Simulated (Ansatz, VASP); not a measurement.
Given: the input of a run of VASP 6.6.1 on CuI2. The cell comes from a database or a generator and needn't be the stable form of this composition.

File INCAR:

```
SYSTEM = CuI2
  PREC = Accurate
  ENCUT = 520
  EDIFF = 1E-6
  ISMEAR = 0
  SIGMA = 0.05
  LREAL = .FALSE.
  LASPH = .TRUE.
  NELM = 60
  ALGO = Fast
  ISIF = 2
  LWAVE = .FALSE.
  LCHARG = .FALSE.
  ISPIN = 2
  MAGMOM = 0.6 -0.6 0 0 0 0
  LORBIT = 11
  LMAXMIX = 4
  GGA = CA
  NBANDS = 38
```

The input KPOINTS:

```
Automatic mesh
0
G
  5 5 5
  0 0 0
```

Contents of POSCAR:

```
CuI2
1.0
    3.5112550600      3.5112550600      7.0225101200
    3.5112550600     -3.5112550600      0.0000000000
    3.5112550600      3.5112550600      0.0000000000
Cu I
2 4
Direct
    0.0000000000      0.0000000000      0.0000000000
    0.5000000000      0.5000000000      0.0000000000
    0.2500000000      0.0000000000      0.2500000000
    0.7500000000      0.5000000000      0.2500000000
    0.7500000000      0.0000000000      0.7500000000
    0.2500000000      0.5000000000      0.7500000000
```

Potentials or basis: VASP PAW LDA potentials, release 64 (Cu, I).

Command:

```sh
$ cat potpaw_LDA.64/Cu/POTCAR potpaw_LDA.64/I/POTCAR > POTCAR
$ mpirun -np 1 vasp_std > vasp.out
```

**Question.** Set up the same calculation for Ansatz 0.2.0. Potentials or basis there: Ansatz PAW, cutoff 420 eV.

**Answer.** As run (cutoffs and basis follow the program's own potentials, and thresholds, step limits or extra output files can differ):

The input input.yaml:

```yaml
crystal:
  lattice:
    - [3.51125506, 3.51125506, 7.02251012]
    - [3.51125506, -3.51125506, 0.0]
    - [3.51125506, 3.51125506, 0.0]
  atoms:
    - { symbol: Cu, position: [0.0, 0.0, 0.0], spin: 0.6 }
    - { symbol: Cu, position: [0.5, 0.5, 0.0], spin: -0.6 }
    - { symbol: I, position: [0.25, 0.0, 0.25] }
    - { symbol: I, position: [0.75, 0.5, 0.25] }
    - { symbol: I, position: [0.75, 0.0, 0.75] }
    - { symbol: I, position: [0.25, 0.5, 0.75] }
hamiltonian:
  xc: lda
  pseudopotentials: { kind: paw }
magnetization:
  spin_polarized: true
kpoints:
  mp_grid: { grid: [5, 5, 5] }
scf:
  occupations: { method: gaussian, width: 0.05 }
output:
  forces: true
  stress: true
  eigenvalues: true
```

Potentials or basis: Ansatz PAW.

The run is started by

```sh
$ ansatz run input.yaml --threads 2 --pin off --max-ram 5632MiB --backend cpu --events-out ev --progress --plain --runs-dir out
```

Both were run:

|  | VASP | Ansatz |
| --- | --- | --- |
| Pressure | -1.9 GPa | -2.0 GPa |
| Net moment | 0.00 μB per cell | 0.00 μB per cell |

Ansatz's pressure holds a Pulay term of +0.05 GPa for its cutoff of 420 eV, which the other run lacks.

The potentials hold 50 and 106 valence electrons a cell.

Ansatz's potentials were made for PBE.

Where Ansatz's input types no cutoff or centring, it takes its own default and a Γ-centred mesh.

The two programs' LDA may be different fits to the electron gas.

The magnetic state is the one that the start led to; the real crystal's order can differ.

Pressure is positive in compression.
